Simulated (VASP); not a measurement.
# What spin-orbit coupling changes in CuAu (Tetraauricupride), part 4 of 4

Aim: run bands, DOS and a relaxation of CuAu (Tetraauricupride) twice, without and with spin-orbit coupling. All runs use PBE. Left out of this account: 1 further run (self-consistent run: a reference on another mesh). The start is a cell from a database of measured crystal structures.

VASP 6.6.1, plane waves and PAW; the level of theory is named at each step.

So far. Step 5 (Density of states (PBE + SOC)): The DOS at the Fermi level goes from 0.571 to 0.588 states/eV/cell, a number that is sensitive to the mesh. The run took 2.9 times the core time, with 34 spinor bands against 23. Of the states within 0.3 eV of the Fermi level, the largest shares in the PAW spheres are Au d 25 %, Cu d 25 % and Au p 11 %. The rest lies in smaller channels or between the spheres.

**7. Full relaxation (PBE + SOC)**

This step: PBE, spin-orbit coupling; plane waves and PAW (Cu, Au) (VASP 6.6.1).

The same relaxation with spinors and spin-orbit coupling.

Input file INCAR:

```
SYSTEM = CuAu
PREC = Accurate
ENCUT = 400
EDIFF = 1E-06
NELM = 100
ISMEAR = -1
SIGMA = 0.05
LREAL = .FALSE.
ALGO = Normal
GGA = PE
LNONCOLLINEAR = .TRUE.
MAGMOM = 0 0 0 0 0 0
NBANDS = 34
GGA_COMPAT = .FALSE.
LASPH = .TRUE.
LSORBIT = .TRUE.
LMAXMIX = 4
LORBIT = 11
LWAVE = .FALSE.
LCHARG = .FALSE.
KPAR = 2
IBRION = 2
NSW = 60
ISIF = 3
EDIFFG = -0.01
```

Input file POSCAR:

```
CuAu
1.0
    2.8000000000      0.0000000000      0.0000000000
    0.0000000000      2.8000000000      0.0000000000
    0.0000000000      0.0000000000      3.6700000000
Cu Au
1 1
Direct
    0.5000000000      0.5000000000      0.5000000000
    0.0000000000      0.0000000000      0.0000000000
```

Input file KPOINTS:

```
Automatic mesh
0
Gamma
12 12 9
0 0 0
```

Potentials, in the order of the species: Cu and Au (PBE family, release 64).

Run with:

```sh
> mpirun -np 2 vasp_ncl
```

The log of the run:

```text
[... set-up lines as in an earlier step ...]
 entering main loop
       N       E                     dE             d eps       ncg     rms          rms(c)
[... 14 cycles as in an earlier step ...]
   1 F= -.73475318E+01 E0= -.73439179E+01  d E =-.734753E+01  mag=     0.0000    -0.0000     0.0000
 curvature:   0.00 expect dE= 0.000E+00 dE for cont linesearch  0.000E+00
 trial: gam= 0.00000 g(F)=  0.000E+00 g(S)=  0.762E-01 ort = 0.000E+00 (trialstep = 0.100E+01)
 search vector abs. value=  0.762E-01
 bond charge predicted
       N       E                     dE             d eps       ncg     rms          rms(c)
DAV:   1    -0.918923646678E+01   -0.18417E+01   -0.26490E+01 12096   0.108E+02    0.985E+00
DAV:   2    -0.775996309494E+01    0.14293E+01   -0.76903E+00 11780   0.996E+01    0.439E+00
DAV:   3    -0.753127662653E+01    0.22869E+00   -0.30232E+00 12148   0.547E+01    0.468E+00
DAV:   4    -0.738048655213E+01    0.15079E+00   -0.23506E-01 13266   0.234E+01    0.258E+00
DAV:   5    -0.735145653310E+01    0.29030E-01   -0.52282E-02 15206   0.779E+00    0.101E+00
DAV:   6    -0.735022179632E+01    0.12347E-02   -0.14149E-02 15718   0.332E+00    0.463E-01
DAV:   7    -0.734853199825E+01    0.16898E-02   -0.49000E-03 14442   0.259E+00    0.379E-02
DAV:   8    -0.734858282609E+01   -0.50828E-04   -0.31327E-04 12690   0.205E-01    0.280E-02
DAV:   9    -0.734857629521E+01    0.65309E-05   -0.15047E-05 13716   0.147E-01    0.815E-03
DAV:  10    -0.734857629856E+01   -0.33460E-08   -0.23159E-06  9582   0.378E-02
   2 F= -.73485763E+01 E0= -.73455420E+01  d E =-.104447E-02  mag=     0.0000     0.0000    -0.0000
[...]
3 F= -.73658566E+01 E0= -.73624980E+01  d E =-.183248E-01  mag=    -0.0000     0.0000     0.0000
[...]
4 F= -.73658494E+01 E0= -.73624842E+01  d E =-.183175E-01  mag=     0.0000    -0.0000    -0.0000
[...]
5 F= -.73663225E+01 E0= -.73630371E+01  d E =-.473127E-03  mag=    -0.0000    -0.0000    -0.0000
[...]
6 F= -.73675097E+01 E0= -.73643921E+01  d E =-.166030E-02  mag=    -0.0000    -0.0000     0.0000
 curvature:  -2.59 expect dE=-0.145E-02 dE for cont linesearch -0.612E-03
 ZBRENT: increasing intervall
 opt :   8.9677  next Energy=    -7.368558 (dE=-0.271E-02)
 bond charge predicted
       N       E                     dE             d eps       ncg     rms          rms(c)
DAV:   1    -0.740722113988E+01   -0.39711E-01   -0.21569E+00 11168   0.125E+01    0.134E+00
DAV:   2    -0.738275978785E+01    0.24461E-01   -0.51380E-02 14072   0.587E+00    0.832E-01
DAV:   3    -0.737452309919E+01    0.82367E-02   -0.34895E-02 12606   0.707E+00    0.652E-01
DAV:   4    -0.736806902659E+01    0.64541E-02   -0.15918E-02 14356   0.475E+00    0.112E-01
DAV:   5    -0.736814325959E+01   -0.74233E-04   -0.12581E-03 14192   0.400E-01    0.788E-02
DAV:   6    -0.736814274771E+01    0.51188E-06   -0.56052E-05 14782   0.240E-01    0.379E-02
DAV:   7    -0.736813963396E+01    0.31138E-05   -0.97545E-06 14574   0.893E-02    0.109E-02
DAV:   8    -0.736813837518E+01    0.12588E-05   -0.31887E-06  9240   0.654E-02    0.168E-03
DAV:   9    -0.736813843982E+01   -0.64646E-07   -0.58756E-07  5904   0.764E-03
   7 F= -.73681384E+01 E0= -.73649531E+01  d E =-.228908E-02  mag=     0.0000    -0.0000    -0.0000
 curvature:  -4.43 expect dE=-0.485E-04 dE for cont linesearch -0.478E-04
 trial: gam= 0.00000 g(F)=  0.152E-61 g(S)=  0.110E-04 ort =-0.757E-04 (trialstep = 0.251E+01)
 search vector abs. value=  0.110E-04
 reached required accuracy - stopping structural energy minimisation
```

The job ended after 6.7 min (2 MPI ranks of AMD EPYC 7R43, shared host; peak memory 0.47 GiB).

From OUTCAR (step 7):

```text
   NELECT =      22.0000    total number of electrons

 E-fermi :   8.3234

 k-point     1 :       0.0000    0.0000    0.0000
  band No.  band energies     occupation
    ...
     18       6.6374      1.00000
     19       6.7897      1.00000
     20       6.7897      1.00000
     21       7.1666      1.00000
     22       7.1666      1.00000
     23      11.0088      0.00000
     24      11.0088      0.00000
     25      16.9402      0.00000
     26      16.9402      0.00000
     27      17.3779      0.00000
    ...

  Total       -0.0072946     -0.0072946      0.0186522      0.0000000      0.0000000      0.0000000
  in kB       -0.3919124     -0.3919124      1.0021104      0.0000000      0.0000000      0.0000000
  external PRESSURE =       0.0727619 kB  Pullay stress =       0.0000000 kB

 POSITION                                       TOTAL-FORCE (eV/Angst)
 -----------------------------------------------------------------------------------
      1.43651      1.43651      1.80641        -0.000000     -0.000000      0.000000
     -0.00000      2.87302      3.61283         0.000000      0.000000      0.000000
 -----------------------------------------------------------------------------------
    total drift:                                0.000000      0.000000      0.000000

  FREE ENERGIE OF THE ION-ELECTRON SYSTEM (eV)
  ---------------------------------------------------
  free  energy   TOTEN  =        -7.3681384398 eV

  energy  without entropy=       -7.3617678258  energy(sigma->0) =       -7.36495313

 Spin-Orbit-Coupling matrix elements
 Ion:    1  E_soc:     -0.0155126
 Ion:    2  E_soc:     -0.5989028

 magnetization (x)
# of ion       s       p       d       tot
------------------------------------------
    1        0.000   0.000   0.000   0.000
    2        0.000   0.000  -0.000  -0.000
--------------------------------------------------
tot          0.000   0.000  -0.000  -0.000

 magnetization (y)
# of ion       s       p       d       tot
------------------------------------------
    1        0.000   0.000  -0.000   0.000
    2        0.000   0.000   0.000   0.000
--------------------------------------------------
tot          0.000   0.000  -0.000   0.000

 magnetization (z)
# of ion       s       p       d       tot
------------------------------------------
    1       -0.000  -0.000   0.000  -0.000
    2       -0.000   0.000   0.000   0.000
--------------------------------------------------
tot         -0.000  -0.000   0.000  -0.000

[... 8 parts as in an earlier step ...]

[... 10 further parts left out ...]
```

CONTCAR:

```
CuAu
   1.00000000000000
     2.8730177283095162    0.0000000000000000   -0.0000000000000001
     0.0000000000000000    2.8730177283095162   -0.0000000000000001
    -0.0000000000000001   -0.0000000000000001    3.6128286107177674
  Cu              Au
     1     1
Direct
     0.5000000000000000    0.5000000000000000    0.5000000000000000
     0.0000000000000000    1.0000000000000000    1.0000000000000000
```

Relaxation path:

```tsv
step	energy less that of the first step (eV)	largest force (eV/Å)	pressure (GPa)	volume (Å³)
1	0.0000	0.0000	5.70	28.77
2	-0.0010	0.0000	-4.67	30.96
3	-0.0183	0.0000	-0.14	29.84
4	-0.0183	0.0000	0.08	29.82
5	-0.0188	0.0000	0.25	29.82
6	-0.0200	0.0000	0.36	29.82
7	-0.0206	0.0000	0.01	29.82
```

```tsv
conventional cell, symmetrised	before	after	change
a (Å)	2.800	2.873	+2.6 %
b (Å)	2.800	2.873	+2.6 %
c (Å)	3.670	3.613	-1.6 %
volume (Å³/atom)	14.39	14.91	+3.6 %
```

Final coordinates:

```xyz
2
Lattice="2.8730 0.0000 0.0000 0.0000 2.8730 0.0000 0.0000 0.0000 3.6128" Properties=species:S:1:pos:R:3 pbc="T T T"
Cu    1.4365    1.4365    1.8064
Au    0.0000    0.0000    0.0000
```

Numbers from this step:

```yaml
bands: 34
free_energy_toten: -7.368 eV
energy_at_zero_smearing: -7.365 eV
fermi_energy: 8.323 eV
pressure: 0.007276 GPa
scf_cycles_over_all_ionic_steps: 62
```

On-site spin-orbit energy by atom:

```tsv
atom	on-site spin-orbit energy (eV)
Cu1	-0.016
Au2	-0.599
```

The cell ends at 14.91 Å³/atom, -0.5 % from the run without the coupling. The run took 4.0 times the core time, with 34 spinor bands against 17.

The cell grew by 3.6 % in volume.

**8. The runs together**

| quantity | without | with spin-orbit coupling |
| --- | --- | --- |
| gap (eV) | none | none |
| core minutes, bands | 1.4 | 4.6 |
| DOS at the Fermi level (states/eV/cell) | 0.571 | 0.588 |
| core minutes, DOS | 1.0 | 3.0 |
| relaxed volume (Å³/atom) | 14.98 | 14.91 |
| core minutes, relaxation | 3.3 | 13 |

**9. Outcome**

| Property | Result |
| --- | --- |
| gap (eV), without → with | none → none |
| DOS at the Fermi level (states/eV/cell), without → with | 0.571 → 0.588 |
| relaxed volume (Å³/atom), without → with | 14.98 → 14.91 |

CuAu (Tetraauricupride) has no gap with or without spin-orbit coupling. The relaxed volume moves by -0.5 %. The spinor runs cost 2.9 to 4.0 times as much, on a shared host.

[Lines on the potential files, build, host, timing and source positions are cut from VASP's logs without a mark.]

[Logs are printed without paths, hosts, clocks, repeated set-up lines and the standing remarks that a program may print on its own settings, such as how far it seeks lower states.]

[Hosts, paths, dates, database ids (printed as entryN), source tags and the programs' standing remarks are cut or masked in the printed files.]

[A measured line is paired with the nearest computed mode of its activity, which favours agreement.]
